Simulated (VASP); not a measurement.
WSe2 (2H layered): the band gap from VASP (plane waves, PAW) at several levels of theory. Gaps are without spin-orbit coupling. Each level names its cell: its own relaxed one, PBE's, or the starting one. A gap is the smallest over the k-mesh and a band path; hybrids may have named points in place of the path, and GW has the mesh alone. Without a dispersion term in the relaxation, distances and binding between the weakly bound layers, chains or molecules are unreliable, and so is what depends on them.

```
level                                         band gap (eV)
--------------------------------------------  -------------
LDA (own cell)                                         0.85
PBE (own cell) [volume +15 % from the start]           1.40
PBEsol (own cell)                                      1.00
PBE-D3 (zero damping) (own cell)                       0.96
```

The cell of the LDA (own cell) run:

Space group P6₃/mmc (No. 194); a = b = 3.2556 Å, c = 12.8438 Å, α = β = 90.00°, γ = 120.00°

```csv
atom,site,symmetry,x,y,z
W,2c,-6m2,0.3333,0.6667,0.2500
Se,4f,3m.,0.6667,0.3333,0.1200
```

Only levels that ran to the end are used. Left out are those held back, those with too coarse a band path, GW runs whose mesh misses a band edge, hybrids' fits of cells that aren't cubic and levels without matching references; a question may draw on a part of the rest.

The compound is WSe2 in the 2H layered structure.
